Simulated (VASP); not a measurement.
Given:

```xyz
4
Lattice="4.1688 0.0000 0.0000 -2.0844 3.6103 0.0000 0.0000 0.0000 6.7796" Properties=species:S:1:pos:R:3 pbc="T T T"
Cd     2.0844     1.2034     3.3913
Cd     0.0000     2.4069     0.0015
S      2.0844     1.2034     5.9442
S      0.0000     2.4069     2.5544
```

The numbers are results of PBE GGA, VASP's PBE PAW potentials (set 64) (plane waves; VASP 6.6.1), not measurements. Settings: 300 eV cut-off, 9×9×5 Γ-centred mesh, Gaussian smearing of 0.010 eV, potentials Cd S.

### Question
Give the energies of bands 11 to 21 at the high-symmetry points, in eV from the valence-band maximum.

### Answer

```json
[
 {"band": "11", "Γ": "-7.11", "M": "-6.83", "K": "-6.66", "A": "-7.15", "L": "-6.78", "H": "-6.65"},
 {"band": "12", "Γ": "-6.79", "M": "-6.70", "K": "-6.66", "A": "-7.15", "L": "-6.78", "H": "-6.65"},
 {"band": "13", "Γ": "-4.23", "M": "-4.01", "K": "-3.59", "A": "-2.41", "L": "-4.01", "H": "-3.90"},
 {"band": "14", "Γ": "-0.72", "M": "-3.43", "K": "-3.59", "A": "-2.41", "L": "-4.01", "H": "-3.90"},
 {"band": "15", "Γ": "-0.72", "M": "-2.54", "K": "-2.97", "A": "-0.38", "L": "-1.29", "H": "-2.33"},
 {"band": "16", "Γ": "-0.04", "M": "-1.80", "K": "-1.77", "A": "-0.38", "L": "-1.29", "H": "-2.33"},
 {"band": "17", "Γ": "0.00", "M": "-1.24", "K": "-1.77", "A": "-0.38", "L": "-1.27", "H": "-1.07"},
 {"band": "18", "Γ": "0.00", "M": "-0.72", "K": "-1.58", "A": "-0.38", "L": "-1.27", "H": "-1.07"},
 {"band": "19", "Γ": "1.16", "M": "3.67", "K": "4.71", "A": "2.80", "L": "3.47", "H": "4.35"},
 {"band": "20", "Γ": "2.76", "M": "3.88", "K": "5.01", "A": "2.80", "L": "3.47", "H": "4.35"},
 {"band": "21", "Γ": "6.48", "M": "5.12", "K": "5.01", "A": "6.16", "L": "5.37", "H": "6.12"}
]
```

The gap is direct, 1.15 eV, from the valence maximum at Γ to the conduction minimum at Γ.

The structure comes from a computed database's CdS entry (P6_3mc); how it stands against other phases isn't given here. The cell was not relaxed at this level.
